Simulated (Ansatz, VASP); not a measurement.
**AlC6: VASP beside Ansatz**

```
Al C
1.0
     3.88354    0.00000    0.00000
     0.00000    3.88354    0.00000
     0.00000    0.00000    3.88354
Al C
1 6
Direct
  0.00000 0.00000 0.00000
  0.17545 0.50000 0.50000
  0.50000 0.50000 0.82455
  0.50000 0.50000 0.17545
  0.50000 0.17545 0.50000
  0.50000 0.82455 0.50000
  0.82455 0.50000 0.50000
```

Change from the starting cell: species swapped into the CaB6 type (Pm-3m, No. 221).

Alike in both runs: functional PBE; k mesh 10 × 10 × 10; occupations gaussian, width 0.1 eV; no spin polarisation.

Ansatz relaxed the structure, and its values are those at the end. VASP's run is a single point on that final structure, the one shown.

|  | VASP | Ansatz |
| --- | --- | --- |
| version | VASP 6.6.1 | Ansatz 0.2.0 |
| potentials or method | VASP PAW PBE potentials, release 64 (Al, C) | scalar-relativistic, plane waves, PAW |
| plane-wave cutoff (eV) | 520 | 420 |
| valence electrons in the cell | 27 | 27 |

```tsv
	VASP	Ansatz	Ansatz less VASP
gap on the k mesh at the Fermi level (eV)	none	none	-
pressure (GPa)	0.1	0.0	-0.06
rms of the force components (eV/Å)	0.017	0.000	-0.0174
```

A gap of «none» marks a metal or a gap that the smearing closes.
